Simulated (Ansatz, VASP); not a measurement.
# ZnO (zincite): VASP beside Ansatz, part 2 of 3

Aim: how closely do two programs agree when they are given the same cell, functional and k mesh? The cell is taken from a series of runs on this material, whose earlier steps may have relaxed, scaled, displaced or heated it; both programs get it as it stands.

VASP 6.6.1 and Ansatz 0.2.0.

So far: Starting point; VASP: zone-centre phonons, PBE.

## Step 2: VASP: zone-centre phonons, PBE (continued)

Level of this step: PBE; plane waves and PAW (Zn, O) (VASP).

Parts of OUTCAR (step 2):

```text
ion  position               nearest neighbor table
   1  0.333  0.667  0.500-   3 2.00   3 2.00   3 2.00   4 2.01
   2  0.667  0.333  1.000-   4 2.00   4 2.00   4 2.00   3 2.01
   3  0.667  0.333  0.379-   1 2.00   1 2.00   1 2.00   2 2.01
   4  0.333  0.667  0.879-   2 2.00   2 2.00   2 2.00   1 2.01

  LATTYP: Found a hexagonal cell.
 ALAT       =     3.2798934117
 C/A-ratio  =     1.6141633544

 Subroutine GETGRP returns: Found 12 space group operations
 (whereof  6 operations were pure point group operations)

The static configuration has the point symmetry C_3v.
 The point group associated with its full space group is C_6v.

 Found    162 irreducible k-points:

   k-points           NKPTS =    162   k-points in BZ     NKDIM =    162   number of bands    NBANDS=     24

   dimension x,y,z NGX =    28 NGY =   28 NGZ =   42
   dimension x,y,z NGXF=    56 NGYF=   56 NGZF=   84

   ENCUT  =  600.0 eV  44.10 Ry    6.64 a.u.   6.55  6.55 10.57*2*pi/ulx,y,z

   NELECT =      36.0000    total number of electrons

 k-points in reciprocal lattice and weights: Automatic mesh
   0.00000000  0.00000000  0.00000000       0.000
   0.06666667 -0.00000000  0.00000000       0.003
   0.13333333 -0.00000000  0.00000000       0.003
   0.20000000  0.00000000  0.00000000       0.003
   0.26666667 -0.00000000  0.00000000       0.003
   0.33333333 -0.00000000  0.00000000       0.003
   0.40000000 -0.00000000  0.00000000       0.003
   0.46666667 -0.00000000  0.00000000       0.003
   0.06666667  0.06666667  0.00000000       0.003
[...]
-1.639946706  2.840471016  0.000000000     0.000000000  0.352054288  0.000000000
     0.000000000  0.000000000  5.294283751     0.000000000  0.000000000  0.188882963

 POSITION                                       TOTAL-FORCE (eV/Angst)
 -----------------------------------------------------------------------------------
     -0.00000      1.89365      2.64700         0.000000     -0.000000      0.000764
      1.63995      0.94682      5.29414        -0.000000     -0.000000      0.000764
      1.63995      0.94682      2.00673        -0.000000     -0.000000     -0.000764
     -0.00000      1.89365      4.65387         0.000000      0.000000     -0.000764
 -----------------------------------------------------------------------------------
    total drift:                                0.000000      0.000001      0.000640

 MACROSCOPIC STATIC DIELECTRIC TENSOR (including local field effects in DFT)
 ------------------------------------------------------
           5.306355     0.000000     0.000000
           0.000000     5.306355    -0.000000
           0.000000     0.000000     5.305353
 ------------------------------------------------------

 PIEZOELECTRIC TENSOR (including local field effects)  for field in x, y, z        (C/m^2)
          XX          YY          ZZ          XY          YZ          ZX
  --------------------------------------------------------------------------------
  x     0.00000    -0.00000     0.00000    -0.00000     0.00000     0.40946
  y     0.00000     0.00000    -0.00000     0.00000     0.40946     0.00000
  z     0.39051     0.39051    -0.78539     0.00000     0.00000     0.00000

 BORN EFFECTIVE CHARGES (including local field effects) (in |e|, cummulative output)
 ---------------------------------------------------------------------------------
 ion    1
    1     2.12757     0.00000     0.00000
    2     0.00000     2.12757     0.00000
    3     0.00000     0.00000     2.18147
 ion    2
    1     2.12757     0.00000     0.00000
    2     0.00000     2.12757    -0.00000
    3     0.00000     0.00000     2.18147
 ion    3
    1    -2.12757    -0.00000     0.00000
    2    -0.00000    -2.12757     0.00000
    3     0.00000     0.00000    -2.18147
 ion    4
    1    -2.12757    -0.00000    -0.00000
    2    -0.00000    -2.12757     0.00000
    3     0.00000     0.00000    -2.18147

 Eigenvectors and eigenvalues of the dynamical matrix
 ----------------------------------------------------

   1 f  =   15.407994 THz    96.811285 2PiTHz  513.955374 cm-1    63.722316 meV
             X         Y         Z           dx          dy          dz
     -0.000000  1.893647  2.647001    -0.000000    0.000000   -0.082900
      1.639947  0.946824  5.294143     0.000000   -0.000000    0.082900
      1.639947  0.946824  2.006728     0.000000   -0.000000   -0.702230
     -0.000000  1.893647  4.653870    -0.000000    0.000000    0.702230

   2 f  =   12.094972 THz    75.994951 2PiTHz  403.444845 cm-1    50.020763 meV
             X         Y         Z           dx          dy          dz
     -0.000000  1.893647  2.647001     0.236679    0.118505   -0.000000
      1.639947  0.946824  5.294143    -0.236679   -0.118505   -0.000000
      1.639947  0.946824  2.006728    -0.586310   -0.293565    0.000000
     -0.000000  1.893647  4.653870     0.586310    0.293565    0.000000

   3 f  =   12.094972 THz    75.994951 2PiTHz  403.444845 cm-1    50.020763 meV
             X         Y         Z           dx          dy          dz
     -0.000000  1.893647  2.647001     0.118505   -0.236679    0.000000
      1.639947  0.946824  5.294143    -0.118505    0.236679   -0.000000
      1.639947  0.946824  2.006728    -0.293565    0.586310    0.000000
     -0.000000  1.893647  4.653870     0.293565   -0.586310    0.000000

   4 f  =   11.179679 THz    70.243996 2PiTHz  372.913959 cm-1    46.235417 meV
             X         Y         Z           dx          dy          dz
     -0.000000  1.893647  2.647001     0.280733    0.140565    0.000000
      1.639947  0.946824  5.294143     0.280733    0.140565    0.000000
      1.639947  0.946824  2.006728    -0.566535   -0.283669   -0.000000
     -0.000000  1.893647  4.653870    -0.566535   -0.283669   -0.000000

   5 f  =   11.179679 THz    70.243996 2PiTHz  372.913959 cm-1    46.235417 meV
             X         Y         Z           dx          dy          dz
     -0.000000  1.893647  2.647001    -0.140565    0.280733    0.000000
      1.639947  0.946824  5.294143    -0.140565    0.280733   -0.000000
      1.639947  0.946824  2.006728     0.283669   -0.566535    0.000000
     -0.000000  1.893647  4.653870     0.283669   -0.566535    0.000000

   6 f  =   10.587887 THz    66.525656 2PiTHz  353.173893 cm-1    43.787962 meV
             X         Y         Z           dx          dy          dz
     -0.000000  1.893647  2.647001    -0.000000    0.000000    0.314552
      1.639947  0.946824  5.294143    -0.000000    0.000000    0.314552
      1.639947  0.946824  2.006728     0.000000   -0.000000   -0.633291
     -0.000000  1.893647  4.653870     0.000000   -0.000000   -0.633291

   7 f  =    7.420524 THz    46.624528 2PiTHz  247.522039 cm-1    30.688808 meV
             X         Y         Z           dx          dy          dz
     -0.000000  1.893647  2.647001    -0.000000    0.000000   -0.702230
      1.639947  0.946824  5.294143    -0.000000    0.000000    0.702230
      1.639947  0.946824  2.006728     0.000000   -0.000000    0.082900
     -0.000000  1.893647  4.653870     0.000000   -0.000000   -0.082900

   8 f  =    2.687560 THz    16.886435 2PiTHz   89.647337 cm-1    11.114848 meV
             X         Y         Z           dx          dy          dz
     -0.000000  1.893647  2.647001    -0.586312   -0.293560   -0.000000
      1.639947  0.946824  5.294143     0.586312    0.293560   -0.000000
      1.639947  0.946824  2.006728    -0.236680   -0.118503   -0.000000
     -0.000000  1.893647  4.653870     0.236680    0.118503   -0.000000

   9 f  =    2.687560 THz    16.886435 2PiTHz   89.647337 cm-1    11.114848 meV
             X         Y         Z           dx          dy          dz
     -0.000000  1.893647  2.647001     0.293560   -0.586312    0.000000
      1.639947  0.946824  5.294143    -0.293560    0.586312   -0.000000
      1.639947  0.946824  2.006728     0.118503   -0.236680    0.000000
     -0.000000  1.893647  4.653870    -0.118503    0.236680    0.000000

  10 f/i=    0.007795 THz     0.048976 2PiTHz    0.260004 cm-1     0.032236 meV
             X         Y         Z           dx          dy          dz
     -0.000000  1.893647  2.647001    -0.626553   -0.094138    0.000000
      1.639947  0.946824  5.294143    -0.626553   -0.094138    0.000000
      1.639947  0.946824  2.006728    -0.310473   -0.046648    0.000000
     -0.000000  1.893647  4.653870    -0.310473   -0.046648    0.000000

  11 f/i=    0.007795 THz     0.048976 2PiTHz    0.260004 cm-1     0.032236 meV
             X         Y         Z           dx          dy          dz
     -0.000000  1.893647  2.647001    -0.094138    0.626553   -0.000000
      1.639947  0.946824  5.294143    -0.094138    0.626553   -0.000000
      1.639947  0.946824  2.006728    -0.046648    0.310473   -0.000000
     -0.000000  1.893647  4.653870    -0.046648    0.310473   -0.000000

  12 f/i=    0.017316 THz     0.108799 2PiTHz    0.577596 cm-1     0.071613 meV
             X         Y         Z           dx          dy          dz
     -0.000000  1.893647  2.647001     0.000000    0.000000    0.633291
      1.639947  0.946824  5.294143     0.000000    0.000000    0.633291
      1.639947  0.946824  2.006728     0.000000    0.000000    0.314552
     -0.000000  1.893647  4.653870     0.000000    0.000000    0.314552

 MACROSCOPIC STATIC DIELECTRIC TENSOR IONIC CONTRIBUTION
 ------------------------------------------------------
           5.046896     0.000000     0.000000
           0.000000     5.046896    -0.000000
           0.000000    -0.000000     5.907092
 ------------------------------------------------------

 ELASTIC MODULI CONTR FROM IONIC RELAXATION (kBar)
 Direction    XX          YY          ZZ          XY          YZ          ZX
 --------------------------------------------------------------------------------
 XX        -585.1298    245.8551    335.1384     -0.0000      0.0000     -0.0000
 YY         245.8551   -585.1298    335.1384     -0.0000     -0.0000      0.0000
 ZZ         335.1384    335.1384   -662.1049      0.0000     -0.0000      0.0000
 XY          -0.0000     -0.0000      0.0000   -415.4924     -0.0000      0.0000
 YZ           0.0000     -0.0000     -0.0000     -0.0000   -150.5214     -0.0000
 ZX           0.0000     -0.0000      0.0000      0.0000     -0.0000   -144.9137
 --------------------------------------------------------------------------------

 PIEZOELECTRIC TENSOR IONIC CONTR  for field in x, y, z        (C/m^2)
          XX          YY          ZZ          XY          YZ          ZX
  --------------------------------------------------------------------------------
  x     0.00000    -0.00000     0.00000     0.00000    -0.00000    -0.80471
  y     0.00000    -0.00000    -0.00000    -0.00000    -0.82013    -0.00000
  z    -0.94193    -0.94193     1.86090    -0.00000     0.00000    -0.00000
```

With a direct gap this small, the dielectric response converges slowly with the mesh, so tensor and charges are uncertain; a mesh that holds the point of the least gap tends to give too large a tensor.

(Continued in part 3 of 3.)

[Lines on the potential files, build, host, timing and source positions are cut from VASP's logs without a mark.]

[Logs are printed without paths, hosts, clocks, repeated set-up lines and the standing remarks that a program may print on its own settings, such as how far it seeks lower states.]

[Hosts, paths, dates, database ids (printed as entryN), source tags and the programs' standing remarks are cut or masked in the printed files.]
